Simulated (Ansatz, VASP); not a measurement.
# SiNi: VASP beside Ansatz

Wanted: the spread between two codes on one cell, functional and k mesh. The structure shown is the end of the Ansatz relaxation below.

Calculated with Ansatz 0.2.0; plane waves, with VASP 6.6.1 beside it; single point at PBEsol.

## 1. The starting structure

It takes space group Pnma (No. 62, orthorhombic). Conventional cell: a = 5.111 Å, b = 3.348 Å, c = 5.519 Å, α = 90.00°, β = 90.00°, γ = 90.00°. Nearest to Ni lie 6 Si at 2.26 to 2.38 Å. Nearest to Si lie 6 Ni at 2.26 to 2.38 Å. Farther neighbours are not listed.

## 2. Ansatz: relaxation, PBEsol

Ansatz runs on its PAW soft_1 files.

This run makes the geometry at which the two programs are then compared.

input.yaml

```yaml
crystal:
  lattice:
    - [5.111274, 0.0, 0.0]
    - [0.0, 3.347792, 0.0]
    - [0.0, 0.0, 5.518645]
  atoms:
    - { symbol: Ni, position: [0.0092283, 0.25, 0.1870319] }
    - { symbol: Ni, position: [0.4907717, 0.75, 0.6870319] }
    - { symbol: Ni, position: [0.5092283, 0.25, 0.3129681] }
    - { symbol: Ni, position: [0.9907717, 0.75, 0.8129681] }
    - { symbol: Si, position: [0.3210584, 0.75, 0.0862769] }
    - { symbol: Si, position: [0.1789416, 0.25, 0.5862769] }
    - { symbol: Si, position: [0.8210584, 0.75, 0.4137231] }
    - { symbol: Si, position: [0.6789416, 0.25, 0.9137231] }
kpoints:
  mp_grid: { grid: [9, 13, 8] }
scf:
  occupations: { method: fermi_dirac, width: 0.05 }
hamiltonian:
  xc: pbesol
  pseudopotentials: { kind: paw, azcp: { folder: soft_1 }, xc_functional: pbe }
basis:
  ecutwfc: 600
output:
  forces: true
  stress: true
relax:
  f_tol: 0.005
  max_steps: 70
  cell: { stress_tol: 0.02, p_target: 0, fix: [a, b, alpha, beta, gamma] }
```

The run is started by

```sh
> ansatz run input.yaml --threads 4 --pin off --max-ram 10240MiB --backend cpu --events-out ev --progress --plain --runs-dir out
```

Numbers of over 12 decimals in the logs are rounded to 6 here.

The program printed:

```text
Engine: ansatz 0.2.0, aarch64-unknown-linux-gnu
Pseudopotentials: kind: paw
Pseudopotential: Ni, paw, valence charge 18, recommended cutoff 420 eV (normal), soft_1/Ni.paw.azcp
Pseudopotential: Si, paw, valence charge 4, recommended cutoff 420 eV (normal), soft_1/Si.paw.azcp
Functional definition: PBEsol
  exchange = pbesol_x
  correlation = pbesol_c
Crystal: 8 atoms, lattice volume = 94.432 Å³
Basis set: ecut = 600 eV, 3151 PW (Γ), exchange–correlation on 90×54×90 points (8 copies of the dense FFT grid, shifted against one another)
Bands: 53, of which v1, the nominal top of the filled ones, is band 44 counted from 1 (43 counted from 0)
Symmetry: 8 space group operations
Space group: Pnma (ITA 62), of the structure as read, at distance tolerance 4.6e-5 Å
k-points: 175 of 936
Non-local potential: Ni, projectors of the file, l = 0: 3, l = 1: 2, l = 2: 3, l = 3: 1
Non-local potential: Si, projectors of the file, l = 0: 2, l = 1: 2, l = 2: 1
PAW form: soft (Blöchl's): semilocal exchange-correlation on the pseudo side does not see the compensation charge
PAW frozen core: Ni, regenerated for the run's functional, and the local potential with it (the file was generated under x = pbe(κ = 0.804, μ = 0.219515), c = pbe(β = 0.066725))
PAW frozen core: Si, regenerated for the run's functional, and the local potential with it (the file was generated under x = pbe(κ = 0.804, μ = 0.219515), c = pbe(β = 0.066725))
PAW one-centre angular grid: Ni, 590 points (default); XC on 64 Gauss nodes
PAW one-centre angular grid: Si, 110 points (default); XC on 64 Gauss nodes
Initial density: superposition of atomic densities (chi_scale 0.1, normalization cell, long waves kept (reshape's long-wave potential 0.00 eV rms))
Initial wavefunctions: pseudopotential atomic-orbital guess
Functional: x = pbesol(κ = 0.804, μ = 0.123457), c = pbesol(β = 0.046)
SCF iter   1: F=—  HF=-25712.225055 eV  |F-HF|=—  |Δ(HF+E_count)|=         —  Δρ=7.67e-2  dr2=6.82e0  ethr=3.10e-3  ⟨swp⟩=6.2  Hψ=39734  notcnv=0  defer=28
preconditioner: auto → Kerker (q_TF=auto, 2.696 Å⁻¹)  [metal: Δε(μ)=0.022 eV  Ē_g=7.618 eV  σ=0.050 eV  W_gap=0.11  n_scr=34 (ndim 8)  ℏωp=28.6 eV  f_vac=0.000  D(μ)=1.43/eV (n_scr^D=4)]
SCF iter   2: F=—  HF=-25711.278455 eV  |F-HF|=—  |Δ(HF+E_count)|=   9.47e-1  Δρ=3.57e-2  dr2=1.99e0  ethr=3.10e-3  ⟨swp⟩=2.1  Hψ=11875  notcnv=0  defer=353
SCF iter   3: F=—  HF=-25710.723400 eV  |F-HF|=—  |Δ(HF+E_count)|=   5.55e-1  Δρ=2.19e-2  dr2=4.66e-1  ethr=2.26e-3  ⟨swp⟩=2.3  Hψ=14864  notcnv=0  defer=353
SCF iter   4: F=—  HF=-25710.645400 eV  |F-HF|=—  |Δ(HF+E_count)|=   7.80e-2  Δρ=6.30e-3  dr2=2.13e-2  ethr=5.30e-4  ⟨swp⟩=3.0  Hψ=15553  notcnv=0  defer=334
SCF iter   5: F=—  HF=-25710.645402 eV  |F-HF|=—  |Δ(HF+E_count)|=   2.48e-6  Δρ=2.52e-3  dr2=5.01e-3  ethr=2.42e-5  ⟨swp⟩=2.4  Hψ=16153  notcnv=0  defer=328
SCF iter   6: F=—  HF=-25710.646188 eV  |F-HF|=—  |Δ(HF+E_count)|=   7.86e-4  Δρ=8.12e-4  dr2=5.10e-4  ethr=5.69e-6  ⟨swp⟩=2.2  Hψ=16555  notcnv=0  defer=328
SCF iter   7: F=—  HF=-25710.646220 eV  |F-HF|=—  |Δ(HF+E_count)|=   3.16e-5  Δρ=1.15e-4  dr2=1.35e-5  ethr=5.79e-7  ⟨swp⟩=2.4  Hψ=16081  notcnv=0  defer=328
SCF iter   8: F=—  HF=-25710.646222 eV  |F-HF|=—  |Δ(HF+E_count)|=   2.14e-6  Δρ=3.19e-5  dr2=7.72e-7  ethr=1.54e-8  ⟨swp⟩=2.7  Hψ=15311  notcnv=0  defer=328
SCF iter   9: F=-25710.646222 eV  HF=-25710.646222 eV  |F-HF|=1.05e-8  |Δ(HF+E_count)|=   2.36e-7  Δρ=4.62e-6  dr2=1.68e-8  ethr=1.14e-10  ⟨swp⟩=4.3  Hψ=33305  notcnv=0
SCF 1 converged in 9 iterations: F = -25710.646222 eV  dr2 = 1.68e-8
  greatest PAW one-centre occupation: 1.001 electrons in one spin orbital (limit 2), on the Ni atom at site 3 (counted from 0), in its partial waves of l = 1
relax step   1: F+E_penalty+E_count = -25710.64622166 eV  Δ(F+E_penalty+E_count) = +0.000e0 eV  max|allowed force component| = 6.280e-4 eV/Å  Δτ_max = 0.0000 Å  P = -0.003 GPa  Ω = 94.432 Å³  fix = [a, b, alpha, beta, gamma]  reactions: a -0.007, b -0.003 GPa  (9 SCF iters, dr2 threshold 1.00e-7 eV, accepted)
Initial density: handed on by an earlier stage of this run
Initial wavefunctions: pseudopotential atomic-orbital guess (no wavefunctions were taken with the density)
iter 1 solved again at ethr=3.77e-8 eV; its pass at ethr=3.10e-3 eV (dr2=3.32e-5 eV) is discarded
[...]
preconditioner: auto → Kerker (q_TF=auto, 2.696 Å⁻¹)  [metal: Δε(μ)=0.016 eV  Ē_g=7.222 eV  σ=0.050 eV  W_gap=0.08  n_scr=34 (ndim 8)  ℏωp=28.6 eV  f_vac=0.000  D(μ)=1.84/eV (n_scr^D=8)]
[...]
SCF iter   4: F=—  HF=-25710.646222 eV  |F-HF|=—  |Δ(HF+E_count)|=  1.20e-10  Δρ=1.75e-7  dr2=1.66e-11  ethr=1.00e-12  ⟨swp⟩=1.3  Hψ=10824  notcnv=0
iter 5 did not close the SCF: its close was put off for the readings that it lacked (scf_convergence_deferred on its scf_iter line)
SCF iter   5: F=-25710.646222 eV  HF=-25710.646222 eV  |F-HF|=3.64e-12  |Δ(HF+E_count)|=  1.09e-11  Δρ=1.13e-7  dr2=7.33e-12  ethr=1.00e-12  ⟨swp⟩=1.0  Hψ=9275  notcnv=0
iter 6 did not close the SCF: its close was put off for the readings that it lacked (scf_convergence_deferred on its scf_iter line)
SCF iter   6: F=-25710.646222 eV  HF=-25710.646222 eV  |F-HF|=3.64e-12  |Δ(HF+E_count)|=  7.28e-12  Δρ=4.00e-8  dr2=1.00e-12  ethr=1.00e-12  ⟨swp⟩=1.0  Hψ=9275  notcnv=0
iter 7 did not close the SCF: its close was put off for the readings that it lacked (scf_convergence_deferred on its scf_iter line)
SCF iter   7: F=-25710.646222 eV  HF=-25710.646222 eV  |F-HF|=1.09e-11  |Δ(HF+E_count)|=  3.64e-12  Δρ=1.11e-8  dr2=1.17e-13  ethr=1.00e-12  ⟨swp⟩=1.0  Hψ=9275  notcnv=0
iter 8 did not close the SCF: its close was put off for the readings that it lacked (scf_convergence_deferred on its scf_iter line)
SCF iter   8: F=-25710.646222 eV  HF=-25710.646222 eV  |F-HF|=3.64e-12  |Δ(HF+E_count)|=    0.00e0  Δρ=2.27e-9  dr2=4.30e-15  ethr=1.00e-12  ⟨swp⟩=1.0  Hψ=9275  notcnv=0
SCF iter   9: F=-25710.646222 eV  HF=-25710.646222 eV  |F-HF|=1.46e-11  |Δ(HF+E_count)|=  7.28e-12  Δρ=8.19e-10  dr2=3.52e-16  ethr=1.00e-12  ⟨swp⟩=3.0  Hψ=34253  notcnv=0
SCF 2 converged in 9 iterations: F = -25710.646222 eV  dr2 = 3.52e-16
relax step   2: F+E_penalty+E_count = -25710.64622167 eV  Δ(F+E_penalty+E_count) = -6.094e-9 eV  max|allowed force component| = 5.888e-4 eV/Å  Δτ_max = 0.0000 Å  P = -0.002 GPa  Ω = 94.432 Å³  fix = [a, b, alpha, beta, gamma]  reactions: a -0.007, b -0.003 GPa  stress off target by 2.25e-3 GPa on what of the cell is left free  SCF on the basis re-selected at this cell (its energy is not comparable with the rows above)  (9 SCF iters)
basis re-selected at this cell: Δ(F+E_penalty+E_count) = -6.094e-9 eV, ΔP = +0.000 GPa vs the last step (what re-selecting the basis moved, of the pressure what is left beyond the Pulay correction that the steps carried, after the strain that the cell walked since its last selection, with what the two solves' SCF thresholds leave and, on support functions, any second-order correction that the steps lacked; it is no m [...]
SCF converged after 9 iterations
Free energy (F): -25710.646222 eV
Harris-Foulkes:  -25710.646222 eV  (|F-HF|=1.46e-11)
Internal energy: -25710.630568 eV  (E = F + TS)
E sigma→0 (E₀):  -25710.638395 eV
Entropy (-TS):   -0.015654 eV (-1.957 meV/atom)
Fermi energy:    14.965725 eV
--- Per-component energies (eV) ---
  E_band       = -1283.841746
  E_kinetic    = 1547.059440
  E_local      = -14914.380173  (includes V_loc(G=0)·N_el)
  E_nonlocal   = -378.505246
  E_hartree    = 7820.913029
  E_xc         = -684.148371
  E_vxc        = -788.361139  (∫ρ·V_xc dr)
  E_paw        = -8476.784881  (= ΣΔE_a)
  E_vpaw       = -2391.481759  (= ΣTr[D̂ρ^β])
  E_aug_tail   = 0.001074  (compensation charges beyond the density's cutoff)
  E_ewald      = -10625.700839
  E_core_change = 0.915400  (= ΣΔE_core)
  E_smearing   = -0.015654  (= −TS)
  E_closure    = 0.000000  (closes the sum)
  Σ components = -25710.646222   (vs F -25710.646222, Δ=0.00e0)
--- Forces (eV/Å), atoms counted from 1 ---
  atom   1  Ni    -0.00049303     0.00000000     0.00058878
  atom   2  Ni     0.00049303     0.00000000     0.00058878
  atom   3  Ni    -0.00049303    -0.00000000    -0.00058878
  atom   4  Ni     0.00049303    -0.00000000    -0.00058878
  atom   5  Si     0.00036118     0.00000000     0.00011948
  atom   6  Si    -0.00036118    -0.00000000     0.00011948
  atom   7  Si     0.00036118     0.00000000    -0.00011948
  atom   8  Si    -0.00036118    -0.00000000    -0.00011948
  max |Σ_I F_I| component: 0.00e0 eV/Å
--- Stress (GPa, compression-positive) ---
       -0.006897      -0.000000      -0.000000
       -0.000000      -0.002782      -0.000000
       -0.000000      -0.000000       0.002249
  P = ⅓ Tr σ = -0.0025 GPa (-0.025 kbar)
--- Relaxed structure (1 steps of the walk, 1 accepted, 1 SCFs on fresh bases) ---
  F+E_penalty+E_count = -25710.64622167 eV   max|allowed force component| = 5.888e-4 eV/Å   (the final SCF, on the basis selected at the relaxed cell)
  cell:  # Å, volume = 94.4322 Å³
    - [5.111274, 0.0, 0.0]
    - [0.0, 3.347792, 0.0]
    - [0.0, 0.0, 5.518645]
  atoms:
    - { symbol: Ni, position: [0.0092283, 0.25, 0.187032] }
    - { symbol: Ni, position: [0.490772, 0.75, 0.687032] }
    - { symbol: Ni, position: [0.509228, 0.25, 0.312968] }
    - { symbol: Ni, position: [0.990772, 0.75, 0.812968] }
    - { symbol: Si, position: [0.321058, 0.75, 0.086277] }
    - { symbol: Si, position: [0.178942, 0.25, 0.586277] }
    - { symbol: Si, position: [0.821058, 0.75, 0.413723] }
    - { symbol: Si, position: [0.678942, 0.25, 0.913723] }
```

In the SCF lines HF is the Harris–Foulkes energy and dr2 the Hartree energy of the density residual, in eV; the loop may stop once dr2 is under the threshold and the program's other checks hold. Hψ counts applications of the Hamiltonian.

## 3. VASP: single point, PBEsol, pair 1

The same cell, functional, mesh and smearing now go to VASP, with its own data sets.

Lines of VASP's logs that name or quote its potential files are left out, and so is its time.

INCAR

```
SYSTEM = SiNi
PREC = Accurate
ENCUT = 600
EDIFF = 1E-06
NELM = 120
ISMEAR = -1
SIGMA = 0.05
LREAL = .FALSE.
ALGO = Normal
GGA = PS
NBANDS = 36
LASPH = .TRUE.
LORBIT = 11
LWAVE = .FALSE.
LCHARG = .FALSE.
ISIF = 2
GGA_COMPAT = .FALSE.
KPAR = 2
```

POSCAR

```
SiNi
1.0
    5.1112740000      0.0000000000      0.0000000000
    0.0000000000      3.3477920000      0.0000000000
    0.0000000000      0.0000000000      5.5186450000
Ni Si
4 4
Direct
    0.0092283000      0.2500000000      0.1870319000
    0.4907717000      0.7500000000      0.6870319000
    0.5092283000      0.2500000000      0.3129681000
    0.9907717000      0.7500000000      0.8129681000
    0.3210584000      0.7500000000      0.0862769000
    0.1789416000      0.2500000000      0.5862769000
    0.8210584000      0.7500000000      0.4137231000
    0.6789416000      0.2500000000      0.9137231000
```

KPOINTS

```
Automatic mesh
0
Gamma
9 13 8
0 0 0
```

PAW data sets: Ni and Si (PBE family, release 64).

The run is started by

```sh
> mpirun -np 2 vasp_std
```

The program printed:

```text
[banner, memory and clock lines left out]
running    2 mpi-ranks, on    1 nodes
 distrk:  each k-point on    1 cores,    2 groups
 distr:  one band on    1 cores,    1 groups

 POSCAR found type information on POSCAR NiSi
 POSCAR found :  2 types and       8 ions
|                                                                             |
|               ----> ADVICE to this user running VASP <----                  |
|                                                                             |
|     You enforced a specific xc type in the INCAR file but a different       |
|     [... a line on the potential file left out ...]
|     I HOPE YOU KNOW WHAT YOU ARE DOING!                                     |
|                                                                             |

 LDA part: xc-table for (Slater+PW92), standard interpolation
 POSCAR, INCAR and KPOINTS ok, starting setup
 FFT: planning ... GRIDC
 FFT: planning ... GRID_SOFT
 FFT: planning ... GRID
 WAVECAR not read
 entering main loop
       N       E                     dE             d eps       ncg     rms          rms(c)
DAV:   1     0.389648787165E+03    0.38965E+03   -0.26873E+04 12600   0.204E+03
DAV:   2    -0.250835983658E+02   -0.41473E+03   -0.40127E+03 12604   0.404E+02
DAV:   3    -0.588024121082E+02   -0.33719E+02   -0.32596E+02 13644   0.137E+02
DAV:   4    -0.601226600925E+02   -0.13202E+01   -0.13071E+01 15484   0.244E+01
DAV:   5    -0.601643366903E+02   -0.41677E-01   -0.41640E-01 15624   0.420E+00    0.299E+01
DAV:   6    -0.696986640598E+02   -0.95343E+01   -0.17353E+02 14692   0.189E+02    0.374E+01
DAV:   7    -0.521698477548E+02    0.17529E+02   -0.51676E+01 14736   0.117E+02    0.658E+00
DAV:   8    -0.524110440516E+02   -0.24120E+00   -0.79724E+00 18588   0.211E+01    0.405E+00
DAV:   9    -0.522731856787E+02    0.13786E+00   -0.70262E-01 14952   0.114E+01    0.842E-01
DAV:  10    -0.522702756824E+02    0.29100E-02   -0.31518E-02 15072   0.194E+00    0.486E-01
DAV:  11    -0.522686397720E+02    0.16359E-02   -0.55510E-03 18652   0.892E-01    0.143E-01
DAV:  12    -0.522685947006E+02    0.45071E-04   -0.30592E-04 14396   0.124E-01    0.683E-02
DAV:  13    -0.522685604748E+02    0.34226E-04   -0.63926E-05 19608   0.732E-02    0.252E-02
DAV:  14    -0.522685598481E+02    0.62666E-06   -0.15624E-05 17640   0.251E-02    0.692E-03
DAV:  15    -0.522685596748E+02    0.17330E-06   -0.14674E-06  7764   0.178E-02
   1 F= -.52268560E+02 E0= -.52260757E+02  d E =-.156058E-01
```

Parts of OUTCAR (step 3):

```text
ion  position               nearest neighbor table
   1  0.009  0.250  0.187-   8 2.26   7 2.30   7 2.30   6 2.37   5 2.38   5 2.38   3 2.65   3 2.65
                             4 2.66   4 2.66
   2  0.491  0.750  0.687-   7 2.26   8 2.30   8 2.30   5 2.37   6 2.38   6 2.38   4 2.65   4 2.65
                             3 2.66   3 2.66
   3  0.509  0.250  0.313-   6 2.26   5 2.30   5 2.30   8 2.37   7 2.38   7 2.38   1 2.65   1 2.65
                             2 2.66   2 2.66
   4  0.991  0.750  0.813-   5 2.26   6 2.30   6 2.30   7 2.37   8 2.38   8 2.38   2 2.65   2 2.65
                             1 2.66   1 2.66
   5  0.321  0.750  0.086-   4 2.26   3 2.30   3 2.30   2 2.37   1 2.38   1 2.38   8 2.66   8 2.66
                             7 3.13   7 3.13
   6  0.179  0.250  0.586-   3 2.26   4 2.30   4 2.30   1 2.37   2 2.38   2 2.38   7 2.66   7 2.66
                             8 3.13   8 3.13
   7  0.821  0.750  0.414-   2 2.26   1 2.30   1 2.30   4 2.37   3 2.38   3 2.38   6 2.66   6 2.66
                             5 3.13   5 3.13
   8  0.679  0.250  0.914-   1 2.26   2 2.30   2 2.30   3 2.37   4 2.38   4 2.38   5 2.66   5 2.66
                             6 3.13   6 3.13

  LATTYP: Found a simple orthorhombic cell.
 ALAT       =     3.3477920000
 B/A-ratio  =     1.5267597270
 C/A-ratio  =     1.6484432127

 Subroutine GETGRP returns: Found  8 space group operations
 (whereof  2 operations were pure point group operations)

The static configuration has the point symmetry S_2 .
 The point group associated with its full space group is D_2h.

 Found    175 irreducible k-points:

   k-points           NKPTS =    175   k-points in BZ     NKDIM =    175   number of bands    NBANDS=     36

   dimension x,y,z NGX =    42 NGY =   28 NGZ =   48
   dimension x,y,z NGXF=    84 NGYF=   56 NGZF=   96

   ENCUT  =  600.0 eV  44.10 Ry    6.64 a.u.  10.21  6.69 11.02*2*pi/ulx,y,z

   NELECT =      56.0000    total number of electrons

 k-points in reciprocal lattice and weights: Automatic mesh
   0.00000000  0.00000000  0.00000000       0.001
   0.11111111  0.00000000  0.00000000       0.002
   0.22222222  0.00000000  0.00000000       0.002
   0.33333333  0.00000000  0.00000000       0.002
   0.44444444  0.00000000  0.00000000       0.002
   0.00000000  0.07692308  0.00000000       0.002
   0.11111111  0.07692308  0.00000000       0.004
   0.22222222  0.07692308  0.00000000       0.004
   0.33333333  0.07692308  0.00000000       0.004
[...]
0.33333333  0.46153846  0.50000000       0.004
   0.44444444  0.46153846  0.50000000       0.004

 average (electrostatic) potential at core
       1 -81.1778       2 -81.1778       3 -81.1778       4 -81.1778       5 -78.7555
       6 -78.7555       7 -78.7555       8 -78.7555

 E-fermi :  10.6922

 k-point     1 :       0.0000    0.0000    0.0000
  band No.  band energies     occupation
    ...
     24       8.6565      2.00000
     25       8.8884      2.00000
     26       9.4634      2.00000
     27       9.5184      2.00000
     28       9.7336      2.00000
     29      11.3212      0.00001
     30      12.0578      0.00000
     31      14.0894      0.00000
     32      14.6070      0.00000
     33      14.7583      0.00000
    ...

 k-point     2 :       0.1111    0.0000    0.0000
  band No.  band energies     occupation
    ...
     24       8.6645      2.00000
     25       8.8520      2.00000
     26       9.4453      2.00000
     27       9.6582      2.00000
     28       9.7347      2.00000
     29      11.7000      0.00000
     30      12.2149      0.00000
     31      13.9480      0.00000
     32      14.6841      0.00000
     33      14.7550      0.00000
    ...

 k-point     3 :       0.2222    0.0000    0.0000
  band No.  band energies     occupation
    ...
     24       8.6721      2.00000
     25       8.7787      2.00000
     26       9.2217      2.00000
     27       9.9573      2.00000
     28      10.1161      1.99998
     29      12.5884      0.00000
     30      12.6016      0.00000
     31      13.5090      0.00000
     32      14.6827      0.00000
     33      14.8939      0.00000
    ...

  Total        0.1176515      0.0244186      0.1015796      0.0000000      0.0000000      0.0000000
  in kB        1.9961256      0.4142962      1.7234429      0.0000000      0.0000000      0.0000000
  external PRESSURE =       1.3779549 kB  Pullay stress =       0.0000000 kB

  energy-cutoff  :      600.00
  volume of cell :       94.43
      direct lattice vectors                 reciprocal lattice vectors
     5.111274000  0.000000000  0.000000000     0.195645939  0.000000000  0.000000000
     0.000000000  3.347792000  0.000000000     0.000000000  0.298704340  0.000000000
     0.000000000  0.000000000  5.518645000     0.000000000  0.000000000  0.181203901

 POSITION                                       TOTAL-FORCE (eV/Angst)
 -----------------------------------------------------------------------------------
      0.04717      0.83695      1.03216         0.012169      0.000000     -0.002638
      2.50847      2.51084      3.79149        -0.012169     -0.000000     -0.002638
      2.60281      0.83695      1.72716         0.012169      0.000000      0.002638
      5.06411      2.51084      4.48648        -0.012169     -0.000000      0.002638
      1.64102      2.51084      0.47613        -0.000829      0.000000      0.004554
      0.91462      0.83695      3.23545         0.000829      0.000000      0.004554
      4.19665      2.51084      2.28319        -0.000829      0.000000     -0.004554
      3.47026      0.83695      5.04251         0.000829      0.000000     -0.004554
 -----------------------------------------------------------------------------------
    total drift:                                0.000000      0.000000     -0.000000

  FREE ENERGIE OF THE ION-ELECTRON SYSTEM (eV)
  ---------------------------------------------------
  free  energy   TOTEN  =       -52.2685596748 eV

  energy  without entropy=      -52.2529538342  energy(sigma->0) =      -52.26075675

 total charge
# of ion       s       p       d       tot
------------------------------------------
    1        0.516   0.675   8.467   9.657
    2        0.516   0.675   8.467   9.657
    3        0.516   0.675   8.467   9.657
    4        0.516   0.675   8.467   9.657
    5        0.760   0.863   0.000   1.622
    6        0.760   0.863   0.000   1.622
    7        0.760   0.863   0.000   1.622
    8        0.760   0.863   0.000   1.622
--------------------------------------------------
tot          5.100   6.149  33.867  45.117

[... 3 further parts left out ...]
```

This run has no spin polarisation, so a moment on Ni, if there is one, isn't seen.

(Continued in part 2 of 2.)

[Lines on the potential files, build, host, timing and source positions are cut from VASP's logs without a mark.]

[Logs are printed without paths, hosts, clocks, repeated set-up lines and the standing remarks that a program may print on its own settings, such as how far it seeks lower states.]

[Hosts, paths, dates, database ids (printed as entryN), source tags and the programs' standing remarks are cut or masked in the printed files.]
